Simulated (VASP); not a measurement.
Write the native input for VASP 6.6.1 that does the following.

```
Task                   : band structure
Functional             : PW91
Potentials or basis    : VASP PAW PBE potentials, release 64 (Y_sv, Nb_sv)
Cutoff                 : 520 eV
k mesh                 : 7 × 7 × 7
Occupations            : fermi-dirac, width 0.05 eV
Spin                   : no spin polarisation
Further INCAR settings : ALGO = Normal; EDIFF = 1e-06
```

The system is YNb.

```
CELL_PARAMETERS angstrom
3.61141 0.00000 0.00000
0.00000 3.61141 0.00000
0.00000 0.00000 3.61141
ATOMIC_POSITIONS crystal
Y 0.00000 0.00000 0.00000
Nb 0.50000 0.50000 0.50000
```

The cell was built by a generator and needn't be a form met in nature.

The input as run:

POSCAR

```
YNb
1.0
    3.6114100000      0.0000000000      0.0000000000
    0.0000000000      3.6114100000      0.0000000000
    0.0000000000      0.0000000000      3.6114100000
Y Nb
1 1
Direct
    0.0000000000      0.0000000000      0.0000000000
    0.5000000000      0.5000000000      0.5000000000
```

INCAR.step1

```
PREC = Accurate ; ENCUT = 520
EDIFF = 1E-6 ; ISMEAR = -1
SIGMA = 0.05 ; LREAL = False
LASPH = True ; NELM = 100
ALGO = Normal ; ISIF = 2
LWAVE = False ; LCHARG = True
LMAXMIX = 4 ; GGA = 91
```

KPOINTS.step1

```
regular mesh
0
Gamma
  7 7 7
```

INCAR.step2

```
PREC = Accurate ; ENCUT = 520
EDIFF = 1E-6 ; ISMEAR = 0
SIGMA = 0.05 ; LREAL = False
LASPH = True ; NELM = 100
ALGO = Normal ; ISIF = 2
LWAVE = False ; LCHARG = False
LMAXMIX = 4 ; GGA = 91
ICHARG = 11
```

KPOINTS.step2

```
path GXMGRX,MR
10
line-mode
reciprocal
 0.0000000000  0.0000000000  0.0000000000  G
 0.0000000000  0.5000000000  0.0000000000  X

 0.0000000000  0.5000000000  0.0000000000  X
 0.5000000000  0.5000000000  0.0000000000  M

 0.5000000000  0.5000000000  0.0000000000  M
 0.0000000000  0.0000000000  0.0000000000  G

 0.0000000000  0.0000000000  0.0000000000  G
 0.5000000000  0.5000000000  0.5000000000  R

 0.5000000000  0.5000000000  0.5000000000  R
 0.0000000000  0.5000000000  0.0000000000  X

 0.5000000000  0.5000000000  0.0000000000  M
 0.5000000000  0.5000000000  0.5000000000  R
```

Potentials or basis: VASP PAW PBE potentials, release 64 (Y_sv, Nb_sv).

Run with:

```bash
$ cat potpaw_PBE.64/Y_sv/POTCAR potpaw_PBE.64/Nb_sv/POTCAR > POTCAR
$ cp INCAR.step1 INCAR
$ cp KPOINTS.step1 KPOINTS
$ mpirun -np 1 vasp_std > vasp.out
$ cp INCAR.step2 INCAR
$ cp KPOINTS.step2 KPOINTS
$ mpirun -np 1 vasp_std > vasp.out
```

It gave:

```yaml
Band_gap_along_the_path: none (metal or under the smearing width)
```

Caveat: the log is that of the step along the path at fixed density, whose energy, stress, charges and moments have no meaning.

It took 19 s on 1 thread of Intel(R) Xeon(R) 6975P-C (Granite Rapids), on a shared host, peak memory 0.19 GiB.
